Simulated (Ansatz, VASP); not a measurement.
# Cs17Rb25Cl42: VASP beside Ansatz, part 3 of 3

Aim: how closely do two programs agree when they are given the same cell, functional and k mesh? Of the first pair: The structure shown is frame 18 of Ansatz's trajectory.

VASP 6.6.1 and Ansatz 0.2.0.

So far. Step 6 (VASP: single point, PBE, pair 2): The run ends at a pressure of 0.39 GPa, with forces up to 1.1 eV/Å.

## 9. VASP: single point, PBE, pair 3

Level of this step: PBE; plane waves and PAW (Rb_sv, Cs_sv, Cl) (VASP).

The same cell, functional and mesh now go to VASP, with its own data sets.

Contents of INCAR:

```
SYSTEM = Cs17Rb25Cl42
PREC = Accurate
ENCUT = 400
EDIFF = 1E-06
NELM = 120
ISMEAR = 0
SIGMA = 0.01
LREAL = Auto
ALGO = Normal
GGA = PE
NBANDS = 400
LORBIT = 11
LWAVE = .FALSE.
LCHARG = .FALSE.
ISIF = 2
LASPH = .TRUE.
GGA_COMPAT = .FALSE.
EFERMI = MIDGAP
NCORE = 2
```

Contents of POSCAR:

```
Cs17Rb25Cl42
1.0
   15.5860000000      0.0000000000      0.0000000000
    0.0000000000     15.5860000000      0.0000000000
    0.0000000000      0.0000000000     15.5860000000
Rb Cs Cl
25 17 42
Direct
    0.2941935070      0.6413255486      0.5341011164
    0.6310727576      0.6384768382      0.8491466701
    0.5077890414      0.0420377262      0.9572051841
    0.2565571667      0.0711407674      0.8565507507
    0.5079494418      0.3166110612      0.8411138201
    0.6080200180      0.7386372385      0.4637751829
    0.5281791351      0.4933850892      0.6648851533
    0.9918965738      0.6837482356      0.3926857436
    0.8245540870      0.4945848839      0.5087001155
    0.0820415758      0.3358270243      0.9684973694
    0.2467342487      0.7728538432      0.2697869883
    0.8159117156      0.7413832927      0.1338701399
    0.7743551906      0.9951879892      0.2942769152
    0.7953740536      0.8681252406      0.5582574105
    0.3968882330      0.5600346465      0.2781983832
    0.7603041191      0.2815154626      0.7359296805
    0.8056974208      0.4695046837      0.9625946362
    0.8547350186      0.1545874503      0.0075708970
    0.3019568844      0.9841139484      0.5774990376
    0.4836648274      0.8383998460      0.7768959322
    0.6687925061      0.4378544848      0.2535416399
    0.4419671500      0.9646156807      0.3020916207
    0.2437764661      0.4923906070      0.7737905813
    0.1529128705      0.4061593738      0.3813550622
    0.0467278327      0.3884126780      0.6421018863
    0.1534325677      0.0830809701      0.3523739253
    0.9997497754      0.1622610035      0.8168035416
    0.9318683434      0.6227704350      0.7527268061
    0.0946426280      0.8088733479      0.6193250353
    0.6022071089      0.0992364943      0.6018413961
    0.0469010651      0.5385602464      0.1301809316
    0.8312267419      0.8844860772      0.8858398563
    0.3210188631      0.2479468754      0.5941485949
    0.0314513025      0.9545746182      0.1319389195
    0.5258822020      0.7750930322      0.0760618504
    0.5529064545      0.2624470679      0.4136661106
    0.2387463108      0.7379571410      0.9649236494
    0.6094700372      0.2528358784      0.1071089439
    0.9201270371      0.2811625818      0.3147440010
    0.2699858848      0.1621134351      0.1489862697
    0.9677595278      0.1096240216      0.5766264596
    0.3174579751      0.4349929424      0.0461696394
    0.9534710638      0.0863274734      0.3035159759
    0.3585717952      0.9051777236      0.9547927627
    0.6649557295      0.1976068266      0.9019055563
    0.5929038881      0.5090914924      0.4277492622
    0.1328435776      0.0106569999      0.6921852945
    0.1007506737      0.2440074426      0.4871423072
    0.4195367638      0.7743616066      0.3574618247
    0.1777492622      0.2796099063      0.7583600667
    0.7140959836      0.2183305531      0.3078018735
    0.9343770050      0.3649749775      0.8258757860
    0.6209033748      0.8585717952      0.9062812781
    0.8488579494      0.3144488644      0.5586552034
    0.3609072244      0.6385923264      0.1006736815
    0.5264083152      0.2925766714      0.6408315155
    0.1526562299      0.5446426280      0.9535416399
    0.6276016938      0.9528551264      0.4598229180
    0.7853394072      0.7893109201      0.3412934685
    0.8077890414      0.0747209034      0.7160336199
    0.1185615296      0.5857756961      0.6434364173
    0.3178365200      0.7907224432      0.6789939689
    0.9554087001      0.4911908123      0.3317271911
    0.6743038624      0.4578275375      0.8141408957
    0.9097780059      0.8405042987      0.7111125369
    0.9078788656      0.6733799564      0.9587514436
    0.6030091107      0.7043308097      0.6555113563
    0.3106313358      0.4493648146      0.5600282305
    0.2099512383      0.5994097267      0.3488130373
    0.1407545233      0.8770178365      0.4172205826
    0.4640382394      0.3814384704      0.2026562299
    0.4599897344      0.0644873605      0.7511099705
    0.5452264853      0.0512126267      0.1574361607
    0.8242012062      0.9697292442      0.0875785962
    0.8749454639      0.6850186064      0.5327601694
    0.0809765174      0.1241370461      0.9865071218
    0.1378095727      0.3335236751      0.1927627358
    0.6844347491      0.5931284486      0.0925574233
    0.3476645708      0.2236173489      0.9631335814
    0.2635442063      0.9731618119      0.2064930065
    0.3753817529      0.1145258565      0.4165469011
    0.8736365969      0.3251956884      0.0861414090
    0.4372321314      0.5160207879      0.8500898242
    0.0439304504      0.7520402926      0.1851276787
```

Contents of KPOINTS:

```
Automatic mesh
0
Gamma
1 1 1
0 0 0
```

Potentials, in the order of the species: Rb_sv, Cs_sv and Cl (PBE family, release 64).

Started as:

```console
> mpirun -np 8 vasp_gam
```

Numbers of over 12 decimals in the logs are rounded to 6 here.

Output:

```text
[... set-up lines as in an earlier step ...]
 entering main loop
       N       E                     dE             d eps       ncg     rms          rms(c)
DAV:   1     0.637297635714E+04    0.63730E+04   -0.27407E+05   824   0.121E+03
DAV:   2     0.537847698727E+03   -0.58351E+04   -0.56967E+04  1056   0.281E+02
DAV:   3    -0.266846906197E+03   -0.80469E+03   -0.80225E+03   960   0.109E+02
DAV:   4    -0.289686076757E+03   -0.22839E+02   -0.22771E+02   920   0.225E+01
[...]
DAV:  17    -0.267228846071E+03    0.13173E-04   -0.33249E-05  1048   0.867E-03    0.208E-02
DAV:  18    -0.267228842834E+03    0.32368E-05   -0.32453E-05   992   0.855E-03    0.903E-03
DAV:  19    -0.267228842105E+03    0.72935E-06   -0.56443E-06   848   0.411E-03
   1 F= -.26722884E+03 E0= -.26722884E+03  d E =0.000000E+00
```

From OUTCAR (step 9):

```text
  FREE ENERGIE OF THE ION-ELECTRON SYSTEM (eV)
  ---------------------------------------------------
  free  energy   TOTEN  =      -267.2288421051 eV

  energy  without entropy=     -267.2288421051  energy(sigma->0) =     -267.22884211
```

The run ends at a pressure of 0.26 GPa, with forces up to 1.1 eV/Å.

## 10. Comparison

Forces on 8 of the 84 atoms, those with the largest forces and the largest differences (eV/Å; atoms numbered as in POSCAR):

```
atom          Ansatz x, y, z            VASP x, y, z
 Rb8    0.554, 0.268, -0.876    0.563, 0.270, -0.885
 Rb9   -0.329, 0.421, -0.438   -0.333, 0.426, -0.441
Rb11   -0.422, 0.348, -0.288   -0.425, 0.352, -0.295
Cs27  -0.077, -0.220, -0.905  -0.084, -0.223, -0.924
Cl49    0.389, -0.413, 0.200    0.395, -0.416, 0.205
Cl75   -0.316, -0.244, 0.885   -0.323, -0.242, 0.894
Cl76    0.164, -0.148, 0.560    0.173, -0.154, 0.580
Cl80  -0.225, -0.376, -0.099  -0.225, -0.393, -0.101
```

The forces differ by 4.5 meV/Å r.m.s., which is 1.9 % of the r.m.s. force of 0.231 eV/Å (both taken over all components).

## 11. Results

```yaml
r_m_s_force_difference_single_point_pbe_pair_1: 1.8 % of the r.m.s. force
r_m_s_force_difference_single_point_pbe_pair_2: 1.8 % of the r.m.s. force
r_m_s_force_difference_single_point_pbe_pair_3: 1.9 % of the r.m.s. force
```

**Reading.** The r.m.s. force difference is 1.9 % of the r.m.s. force (single point, PBE, pair 3), within the 3 % picked in this series as the mark of a large difference. Such differences can come from data sets, numerical settings and the points named under the comparisons, not from the functional's error against experiment.

[Lines on the potential files, build, host, timing and source positions are cut from VASP's logs without a mark.]

[Logs are printed without paths, hosts, clocks, repeated set-up lines and the standing remarks that a program may print on its own settings, such as how far it seeks lower states.]

[Hosts, paths, dates, database ids (printed as entryN), source tags and the programs' standing remarks are cut or masked in the printed files.]
